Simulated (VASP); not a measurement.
A run of VASP 6.6.1 is set up as follows.

INCAR

```
PREC = Accurate ; ENCUT = 520
EDIFF = 1E-6 ; ISMEAR = 0
SIGMA = 0.1 ; LREAL = F
LASPH = T ; NELM = 60
ALGO = Normal ; ISIF = 2
LWAVE = F ; LCHARG = T
GGA = PE ; LELF = T
LVHAR = T ; NBANDS = 24
```

File KPOINTS:

```
Automatic mesh
0
Gamma
  4 4 4
```

The input POSCAR:

```
KBeCl3
1.0
    5.6736870639      0.0000000000      0.0000000000
    0.0000000000      5.6736870639      0.0000000000
    0.0000000000      0.0000000000      5.6736870639
K Be Cl
1 1 3
Direct
    0.0000000000      0.0000000000      0.0000000000
    0.5000000000      0.5000000000      0.5000000000
    0.5000000000      0.0000000000      0.0000000000
    0.0000000000      0.5000000000      0.0000000000
    0.0000000000      0.0000000000      0.5000000000
```

Potentials or basis: VASP PAW PBE potentials, release 64 (K_sv, Be, Cl).

The run is started by

```sh
$ cat potpaw_PBE.64/K_sv/POTCAR potpaw_PBE.64/Be/POTCAR potpaw_PBE.64/Cl/POTCAR > POTCAR
$ mpirun -np 1 vasp_std > vasp.out
```

Q: What does it give for the pressure?

A: 0.2 GPa.

Q: What does it give for the band gap on the k mesh?

A: None (metal or under the smearing width).
